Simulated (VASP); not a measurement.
Consider the following.

```
CoSi2
1.0
    0.00000     2.68000     2.68000
    2.68000     0.00000     2.68000
    2.68000     2.68000     0.00000
Co Si
1 2
Cartesian
  0.00000   0.00000   0.00000
  1.34000   1.34000   1.34000
  4.02000   4.02000   4.02000
```

These are PBEsol GGA, VASP's PBE PAW potentials (set 64) (plane waves; VASP) values and carry that method's errors. Numerical set-up: 400 eV cut-off, 11×11×11 Γ-centred mesh, first-order Methfessel-Paxton smearing of 0.10 eV, potentials Co Si.

Energy and stress use the plane-wave basis of the starting cell.

**Question.** The ions, cell shape and volume are relaxed. Predict the relaxed structure.

**Answer.** 
```
CoSi2
1.0
    0.00000     2.65519     2.65519
    2.65519     0.00000     2.65519
    2.65519     2.65519     0.00000
Co Si
1 2
Direct
  0.00000   0.00000   0.00000
  0.25000   0.25000   0.25000
  0.75000   0.75000   0.75000
```
Space group Fm-3m (225), at a tolerance of 0.03 Å.

**Question.** How do energy and volume change from the first to the last step?

**Answer.** The energy (σ→0) changes by -5.6 meV/atom and the volume by -2.8 %, in 4 ionic steps.

```tsv
step	E(σ→0) (eV)	max force (eV/Å)	pressure (GPa)	volume (Å³)
1	-20.9698	0.000	-5.01	38.50
2	-20.9638	0.000	6.52	36.30
3	-20.9867	0.000	-0.14	37.46
4	-20.9867	0.000	0.07	37.44
```

The compound is CoSi2 in the fluorite structure. This run relaxes it. Symmetry was kept, so distortions that lower it aren't found. The run is not spin-polarised, so no magnetic state was tried. The electron count is odd and the run is not spin-polarised, which forces a metal.
